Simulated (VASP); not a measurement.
Output of a VASP run:

OSZICAR:
```
       N       E                     dE             d eps       ncg     rms          rms(c)
DAV:   1     0.430723843648E+03    0.43072E+03   -0.29430E+04  1548   0.122E+03
DAV:   2     0.826946476021E+00   -0.42990E+03   -0.42289E+03  1736   0.328E+02
DAV:   3    -0.255188634548E+02   -0.26346E+02   -0.26233E+02  1828   0.803E+01
DAV:   4    -0.258973247625E+02   -0.37846E+00   -0.37800E+00  1855   0.889E+00
DAV:   5    -0.259024450576E+02   -0.51203E-02   -0.51194E-02  1784   0.101E+00    0.136E+01
DAV:   6    -0.243617367781E+02    0.15407E+01   -0.38928E+00  1872   0.154E+01    0.107E+01
DAV:   7    -0.243174610127E+02    0.44276E-01   -0.13139E+00  1683   0.469E+00    0.475E+00
DAV:   8    -0.243042354365E+02    0.13226E-01   -0.20173E-01  1885   0.337E+00    0.659E-01
DAV:   9    -0.242998964966E+02    0.43389E-02   -0.39235E-02  1867   0.155E+00    0.332E-01
DAV:  10    -0.243001461918E+02   -0.24970E-03   -0.35574E-03  1683   0.305E-01    0.128E-01
DAV:  11    -0.243001621807E+02   -0.15989E-04   -0.29981E-04  1726   0.766E-02    0.667E-02
DAV:  12    -0.243001888640E+02   -0.26683E-04   -0.81749E-05  1812   0.404E-02    0.351E-02
DAV:  13    -0.243002042924E+02   -0.15428E-04   -0.18704E-05  1611   0.288E-02    0.802E-03
DAV:  14    -0.243002044810E+02   -0.18858E-06   -0.60000E-06  1857   0.184E-02    0.426E-03
DAV:  15    -0.243002048294E+02   -0.34844E-06   -0.17354E-06  1623   0.522E-03    0.354E-03
DAV:  16    -0.243002047104E+02    0.11902E-06   -0.23747E-07  1280   0.287E-03    0.163E-03
DAV:  17    -0.243002047127E+02   -0.22746E-08   -0.18813E-08   849   0.681E-04
   1 F= -.24300205E+02 E0= -.24300205E+02  d E =0.000000E+00
```

OUTCAR:
```
------------------------ aborting loop because EDIFF is reached ----------------------------------------
  FORCE on cell =-STRESS in cart. coord.  units (eV):
  Direction    XX          YY          ZZ          XY          YZ          ZX
  --------------------------------------------------------------------------------------
  Total       -0.1442862     -0.1442862     -0.1107352      0.0000000      0.0000000      0.0000000
  in kB       -0.9909793     -0.9909793     -0.7605461      0.0000000      0.0000000      0.0000000
  external PRESSURE =      -0.9141682 kB  Pullay stress =       0.0000000 kB
  volume of cell :      233.28
      direct lattice vectors                 reciprocal lattice vectors
     6.168962646  0.000000000  0.000000000     0.162101808  0.000000000  0.000000000
     0.000000000  6.168962646  0.000000000     0.000000000  0.162101808  0.000000000
     0.000000000  0.000000000  6.129804345     0.000000000  0.000000000  0.163137344
 POSITION                                       TOTAL-FORCE (eV/Angst)
 -----------------------------------------------------------------------------------
      0.00000      0.00000      5.94926         0.000000      0.000000     -0.015151
      3.08448      3.08448      5.94926         0.000000     -0.000000     -0.015151
      3.08448      0.00000      3.24545        -0.000000      0.000000      0.015151
      0.00000      3.08448      3.24545        -0.000000     -0.000000      0.015151
      1.54224      1.54224      1.53245         0.000000     -0.000000      0.000000
      4.62672      4.62672      1.53245         0.000000     -0.000000      0.000000
      4.62672      1.54224      4.59735        -0.000000      0.000000      0.000000
      1.54224      4.62672      4.59735        -0.000000      0.000000      0.000000
 -----------------------------------------------------------------------------------
    total drift:                                0.000000      0.000000     -0.000000
  FREE ENERGIE OF THE ION-ELECTRON SYSTEM (eV)
  ---------------------------------------------------
  free  energy   TOTEN  =       -24.3002047127 eV

  energy  without entropy=      -24.3002047127  energy(sigma->0) =      -24.30020471

 total charge

# of ion       s       p       d       tot
------------------------------------------
    1        0.452   0.321   9.540  10.312
    2        0.452   0.321   9.540  10.312
    3        0.452   0.321   9.540  10.312
    4        0.452   0.321   9.540  10.312
    5        1.350   2.074   0.023   3.447
    6        1.350   2.074   0.023   3.447
    7        1.322   2.346   0.000   3.668
    8        1.322   2.346   0.000   3.668
--------------------------------------------------
tot          7.152  10.121  38.204  55.478

 Electric field gradients after diagonalization (V/A^2)
 (convention: |V_zz| > |V_xx| > |V_yy|)
----------------------------------------------------------------------
 ion       V_xx      V_yy      V_zz     asymmetry (V_yy - V_xx)/ V_zz
----------------------------------------------------------------------
   1       5.658     1.583    -7.241       0.563
   2       5.658     1.583    -7.241       0.563
   3       5.658     1.583    -7.241       0.563
   4       5.658     1.583    -7.241       0.563
   5     -50.703   -50.703   101.406       0.000
   6     -50.703   -50.703   101.406       0.000
   7      17.225    17.225   -34.449       0.000
   8      17.225    17.225   -34.449       0.000
```
(Selected blocks of OUTCAR.)

POSCAR:
```
Cd4S2Te2
1
    6.1689626459     0.0000000000     0.0000000000
    0.0000000000     6.1689626459     0.0000000000
    0.0000000000     0.0000000000     6.1298043450
Cd Te S
4 2 2
Direct
  0.0000000000   0.0000000000   0.9705466297
  0.5000000000   0.5000000000   0.9705466297
  0.5000000000   0.0000000000   0.5294533703
  0.0000000000   0.5000000000   0.5294533703
  0.2500000000   0.2500000000   0.2500000000
  0.7500000000   0.7500000000   0.2500000000
  0.7500000000   0.2500000000   0.7500000000
  0.2500000000   0.7500000000   0.7500000000
```

### Question
Write an INCAR and KPOINTS that could have produced this output.

### Answer
Several could match; the one computed here: the input of the run itself, PBEsol GGA, plane waves, VASP's PBE PAW potentials (set 64).

File KPOINTS:
```
kpoints
0
Gamma
 4 4 4
0 0 0
```

### INCAR
```
ALGO = Normal
EDIFF = 1E-7
ENCUT = 400
GGA = PS
ISIF = 2
ISMEAR = -5
LASPH = .TRUE.
LCHARG = .TRUE.
LEFG = .TRUE.
LMAXMIX = 4
LORBIT = 11
LREAL = .FALSE.
LWAVE = .FALSE.
NEDOS = 601
NELM = 100
PREC = Accurate
SYSTEM = Cd4S2Te2
```

POTCAR, in this order: Cd Te S (PBE.64 set). Program: vasp_std.

The structure was generated: Cd4S2Te2 was put into an ordered model structure (P-4m2), which need not be its known phase. It was relaxed first.
